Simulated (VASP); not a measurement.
The system is CuW.

```
CELL_PARAMETERS angstrom
2.96711 0.00000 0.00000
0.00000 2.96711 0.00000
0.00000 0.00000 2.96711
ATOMIC_POSITIONS crystal
W 0.00000 0.00000 0.00000
Cu 0.50000 0.50000 0.50000
```

The cell was built by a generator and needn't be a form met in nature.

| Property | Result |
| --- | --- |
| Program | VASP 6.6.1 |
| Task | relaxation of cell and atoms |
| Functional | PBE |
| Potentials or basis | VASP PAW PBE potentials, release 64 (W_sv, Cu) |
| Cutoff | 600 eV |
| k mesh | 6 × 6 × 6 |
| Occupations | methfessel-paxton, width 0.025 eV |
| Spin | no spin polarisation |

At the start: pressure 19.4 GPa; volume 13.06 Å³/atom.

How do energy, volume and symmetry change on relaxing?

Over 4 steps the energy falls by 54.3 meV/atom and the volume is 14.02 Å³/atom (+7.4 %); space group Pm-3m (No. 221, to 0.05 Å).

The path:
| step | energy change (eV) | largest force (eV/Å) | pressure (GPa) | volume (Å³) |
| --- | --- | --- | --- | --- |
| 1 | 0.0000 | 0.0000 | 19.40 | 26.12 |
| 2 | 0.2887 | 0.0000 | -24.33 | 32.57 |
| 3 | -0.1084 | 0.0000 | -0.87 | 28.14 |
| 4 | -0.1086 | 0.0000 | -0.03 | 28.05 |

Final structure:
```
CELL_PARAMETERS angstrom
3.03831 0.00000 0.00000
0.00000 3.03831 0.00000
0.00000 0.00000 3.03831
ATOMIC_POSITIONS crystal
W 0.00000 0.00000 0.00000
Cu 0.50000 0.50000 0.50000
```
